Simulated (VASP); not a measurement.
Computed with vdW-DF2, VASP's PBE PAW potentials (set 64) (plane waves; VASP 6.6.1).

A VASP calculation is set up with these files.

### KPOINTS
```
Automatic mesh
0
Gamma
7 7 4
0 0 0
```

**INCAR**
```
AGGAC=0.0
ALGO=Normal
EDIFF=1E-6
EDIFFG=-0.02
ENCUT=520
GGA=ML
IBRION=2
ISIF=3
ISMEAR=0
LASPH=.TRUE.
LCHARG=.FALSE.
LMAXMIX=4
LREAL=.FALSE.
LUSE_VDW=.TRUE.
LWAVE=.FALSE.
NELM=100
NSW=60
PREC=Accurate
SIGMA=0.05
SYSTEM=ZnO
ZAB_VDW=-1.8867
```

POSCAR:
```
ZnO
1.0
  1.6218615238  -2.8091469972   0.0000000000
  1.6218615238   2.8091469972   0.0000000000
  0.0000000000   0.0000000000   5.2012397888
Zn O
2 2
Cartesian
  1.6218615238  -0.9363842052   2.6015050575
  1.6218615238   0.9363842052   0.0008851631
  1.6218615238  -0.9363842052   4.5866083306
  1.6218615238   0.9363842052   1.9859884362
```

POTCAR, in this order: Zn O (PBE.64 set). Program: vasp_std.

Output of the run:

**OSZICAR**
```
       N       E                     dE             d eps       ncg     rms          rms(c)
DAV:   1     0.306321657128E+03    0.30632E+03   -0.19146E+04  1056   0.241E+03
DAV:   2     0.183484843078E+02   -0.28797E+03   -0.27810E+03  1170   0.448E+02
DAV:   3    -0.119712230425E+02   -0.30320E+02   -0.30134E+02  1242   0.157E+02
DAV:   4    -0.125041786040E+02   -0.53296E+00   -0.53264E+00  1152   0.224E+01
DAV:   5    -0.125082566274E+02   -0.40780E-02   -0.40779E-02  1194   0.185E+00    0.163E+01
DAV:   6    -0.773056515501E+01    0.47777E+01   -0.17145E+01  1742   0.826E+01    0.913E+00
DAV:   7    -0.797767231493E+01   -0.24711E+00   -0.37839E+00  1118   0.229E+01    0.562E+00
DAV:   8    -0.799844501348E+01   -0.20773E-01   -0.12703E+00  1436   0.111E+01    0.219E+00
DAV:   9    -0.790414356610E+01    0.94301E-01   -0.31231E-01  1620   0.105E+01    0.386E-01
DAV:  10    -0.790906868720E+01   -0.49251E-02   -0.67786E-02  1074   0.233E+00    0.749E-02
DAV:  11    -0.790917823207E+01   -0.10954E-03   -0.13232E-03  1318   0.942E-01    0.645E-02
DAV:  12    -0.790917185688E+01    0.63752E-05   -0.44208E-04  1624   0.587E-01    0.366E-02
DAV:  13    -0.790914829107E+01    0.23566E-04   -0.16791E-04  1352   0.137E-01    0.718E-03
DAV:  14    -0.790914993021E+01   -0.16391E-05   -0.10742E-05  1068   0.330E-02    0.374E-03
DAV:  15    -0.790915012320E+01   -0.19299E-06   -0.14812E-06   712   0.126E-02
   1 F= -.79091501E+01 E0= -.79091501E+01  d E =-.790915E+01
       N       E                     dE             d eps       ncg     rms          rms(c)
DAV:   1    -0.157881794921E+02   -0.78790E+01   -0.12979E+02  1200   0.241E+02    0.201E+01
DAV:   2    -0.905544805530E+01    0.67327E+01   -0.22593E+01  1360   0.685E+01    0.793E+00
DAV:   3    -0.832338348856E+01    0.73206E+00   -0.13589E+00  1382   0.269E+01    0.491E+00
DAV:   4    -0.806294807580E+01    0.26044E+00   -0.36859E-01  1410   0.623E+00    0.993E-01
DAV:   5    -0.804562146954E+01    0.17327E-01   -0.15162E-02  1802   0.278E+00    0.108E-01
DAV:   6    -0.804640679588E+01   -0.78533E-03   -0.94928E-03  1176   0.957E-01    0.576E-02
DAV:   7    -0.804649261876E+01   -0.85823E-04   -0.48399E-04  1092   0.192E-01    0.199E-02
DAV:   8    -0.804649230229E+01    0.31647E-06   -0.50311E-05  1170   0.613E-02    0.880E-03
DAV:   9    -0.804649268234E+01   -0.38005E-06   -0.31911E-06   874   0.237E-02
   2 F= -.80464927E+01 E0= -.80464927E+01  d E =-.137343E+00
       N       E                     dE             d eps       ncg     rms          rms(c)
DAV:   1    -0.923380830529E+01   -0.11873E+01   -0.16271E+01  1296   0.733E+01    0.787E+00
DAV:   2    -0.820588078796E+01    0.10279E+01   -0.46726E+00  1272   0.435E+01    0.247E+00
DAV:   3    -0.813211616763E+01    0.73765E-01   -0.12049E-01  1392   0.568E+00    0.143E+00
DAV:   4    -0.809894454540E+01    0.33172E-01   -0.54431E-02  1440   0.283E+00    0.290E-01
DAV:   5    -0.809801324311E+01    0.93130E-03   -0.10309E-02  1074   0.912E-01    0.790E-02
DAV:   6    -0.809792236091E+01    0.90882E-04   -0.78618E-04  1570   0.617E-01    0.488E-02
DAV:   7    -0.809792056372E+01    0.17972E-05   -0.40354E-04  1334   0.430E-01    0.303E-02
DAV:   8    -0.809791165230E+01    0.89114E-05   -0.17335E-04  1184   0.320E-01    0.668E-03
DAV:   9    -0.809791167876E+01   -0.26469E-07   -0.47055E-06  1120   0.279E-02
   3 F= -.80979117E+01 E0= -.80979117E+01  d E =-.188762E+00
       N       E                     dE             d eps       ncg     rms          rms(c)
DAV:   1    -0.809925185598E+01   -0.13402E-02   -0.20903E-02  1264   0.277E+00    0.274E-01
DAV:   2    -0.809798721054E+01    0.12646E-02   -0.52422E-03  1358   0.143E+00    0.921E-02
DAV:   3    -0.809787781200E+01    0.10940E-03   -0.66808E-05  1402   0.285E-01    0.543E-02
DAV:   4    -0.809783642348E+01    0.41389E-04   -0.49919E-05  1508   0.100E-01    0.832E-03
DAV:   5    -0.809783674554E+01   -0.32205E-06   -0.10194E-05  1056   0.284E-02    0.248E-03
DAV:   6    -0.809783651533E+01    0.23020E-06   -0.39398E-07   528   0.205E-02
   4 F= -.80978365E+01 E0= -.80978365E+01  d E =-.188686E+00
       N       E                     dE             d eps       ncg     rms          rms(c)
DAV:   1    -0.809942075190E+01   -0.15840E-02   -0.77851E-02  1056   0.232E+00    0.229E-01
DAV:   2    -0.809876184022E+01    0.65891E-03   -0.15695E-03  1254   0.687E-01    0.137E-01
DAV:   3    -0.809834754691E+01    0.41429E-03   -0.41437E-04  1460   0.342E-01    0.109E-02
DAV:   4    -0.809835869798E+01   -0.11151E-04   -0.11937E-04  1068   0.106E-01    0.791E-03
DAV:   5    -0.809835839626E+01    0.30172E-06   -0.13579E-06   684   0.113E-02
   5 F= -.80983584E+01 E0= -.80983584E+01  d E =-.521881E-03
       N       E                     dE             d eps       ncg     rms          rms(c)
DAV:   1    -0.810543702099E+01   -0.70783E-02   -0.48330E-01  1056   0.579E+00    0.570E-01
DAV:   2    -0.810133729255E+01    0.40997E-02   -0.96929E-03  1254   0.171E+00    0.342E-01
DAV:   3    -0.809877295987E+01    0.25643E-02   -0.25873E-03  1466   0.856E-01    0.276E-02
DAV:   4    -0.809884204773E+01   -0.69088E-04   -0.74934E-04  1068   0.269E-01    0.198E-02
DAV:   5    -0.809884006890E+01    0.19788E-05   -0.10300E-05  1236   0.306E-02    0.864E-03
DAV:   6    -0.809883987491E+01    0.19399E-06   -0.17346E-06   750   0.276E-02
   6 F= -.80988399E+01 E0= -.80988399E+01  d E =-.100336E-02
       N       E                     dE             d eps       ncg     rms          rms(c)
DAV:   1    -0.810193423055E+01   -0.30942E-02   -0.23721E-01  1222   0.559E+00    0.440E-01
DAV:   2    -0.809955784717E+01    0.23764E-02   -0.21116E-02  1404   0.228E+00    0.152E-01
DAV:   3    -0.809927647872E+01    0.28137E-03   -0.34039E-04  1544   0.486E-01    0.941E-02
DAV:   4    -0.809916325981E+01    0.11322E-03   -0.23057E-04  1236   0.151E-01    0.248E-02
DAV:   5    -0.809915475723E+01    0.85026E-05   -0.27397E-05  1080   0.472E-02    0.658E-03
DAV:   6    -0.809915483075E+01   -0.73518E-07   -0.18891E-06   628   0.538E-02
   7 F= -.80991548E+01 E0= -.80991548E+01  d E =-.314956E-03
```

OUTCAR:
```
------------------------ aborting loop because EDIFF is reached ----------------------------------------
  FORCE on cell =-STRESS in cart. coord.  units (eV):
  Direction    XX          YY          ZZ          XY          YZ          ZX
  --------------------------------------------------------------------------------------
  Total       -0.0423302     -0.0423302     -0.0659476      0.0000000      0.0000000     -0.0000000
  in kB       -1.3006801     -1.3006805     -2.0263720      0.0000000      0.0000000     -0.0000000
  external PRESSURE =      -1.5425775 kB  Pullay stress =       0.0000000 kB
  volume of cell :       52.14
      direct lattice vectors                 reciprocal lattice vectors
     1.668632345 -2.890156473  0.000000000     0.299646595 -0.173001014 -0.000000000
     1.668632345  2.890156473 -0.000000000     0.299646595  0.173001014 -0.000000000
     0.000000000  0.000000000  5.406025970     0.000000000  0.000000000  0.184978764
  FREE ENERGIE OF THE ION-ELECTRON SYSTEM (eV)
  ---------------------------------------------------
  free  energy   TOTEN  =        -8.0991548307 eV

  energy  without entropy=       -8.0991548307  energy(sigma->0) =       -8.09915483

 reached required accuracy - stopping structural energy minimisation
```
(Selected blocks of OUTCAR.)

CONTCAR:
```
ZnO
   1.00000000000000
     1.6686323446314439   -2.8901564728491098    0.0000000000000000
     1.6686323446314439    2.8901564728491098   -0.0000000000000000
     0.0000000000000000    0.0000000000000000    5.4060259703092015
  Zn              O
     2     2
Direct
     0.6666669999999968    0.3333330000000032    0.5018901244740221
     0.3333330000000032    0.6666669999999968    0.0018901244740221
     0.6666669999999968    0.3333330000000032    0.8801098755259829
     0.3333330000000032    0.6666669999999968    0.3801098755259829
```

Energy and stress use the plane-wave basis of the starting cell.

The compound is ZnO in the wurtzite structure. This run relaxes it. Symmetry was kept, so distortions that lower it aren't found. The start is the result of an earlier pass.
